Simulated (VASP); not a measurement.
Here is a VASP 6.6.1 calculation.

The input INCAR:

```
SYSTEM = TiN
ALGO = Normal ; DIPOL = 0.5 0.5 0.500
EDIFF = 1E-6 ; EDIFFG = -0.015
ENCUT = 520 ; GGA = PS
IBRION = 2 ; IDIPOL = 3
ISIF = 2 ; ISMEAR = 1
ISPIN = 2 ; KPAR = 8
LASPH = .True. ; LCHARG = .False.
LDIPOL = .True. ; LMAXMIX = 4
LORBIT = 11 ; LREAL = .False.
LWAVE = .False. ; MAGMOM = 1 1 0 0
NELM = 120 ; NSW = 100
PREC = Accurate ; SIGMA = 0.1
```

KPOINTS

```
k-points
0
Gamma
  10 10 1
  0 0 0
```

File POSCAR:

```
TiN
1.0
    2.9967185390      0.0000000000      0.0000000000
    0.0000000000      2.9967185390      0.0000000000
    0.0000000000      0.0000000000     18.1190000000
Ti N
2 2
Direct
    0.5000000000      0.5000000000      0.4415254705
    1.0000000000      0.0000000000      0.5584745295
    1.0000000000      0.0000000000      0.4415254705
    0.5000000000      0.5000000000      0.5584745295
```

Potentials or basis: VASP PAW PBE potentials, release 64 (Ti_sv, N).

Launch:

```console
$ cat potpaw_PBE.64/Ti_sv/POTCAR potpaw_PBE.64/N/POTCAR > POTCAR
$ mpirun -np 8 vasp_std > vasp.out
```

Task: Predict the net moment.

Result: 0.00 μB per cell.

Task: Estimate the energy gained by relaxing.

Result: 52.6 meV/atom.

Task: What does it give for the band gap on the k mesh?

Result: None (metal or under the smearing width).

Step by step:
| step | energy change (eV) | largest force (eV/Å) | pressure (GPa) |
| --- | --- | --- | --- |
| 1 | 0.0000 | 1.8394 | -5.75 |
| 2 | -0.2016 | 0.4055 | -4.11 |
| 3 | -0.2104 | 0.0495 | -3.58 |
| 4 | -0.2105 | 0.0316 | -3.63 |
| 5 | -0.2106 | 0.0145 | -3.66 |

Caveat: the PAW data sets were made with another functional, which shifts forces and pressure a little.
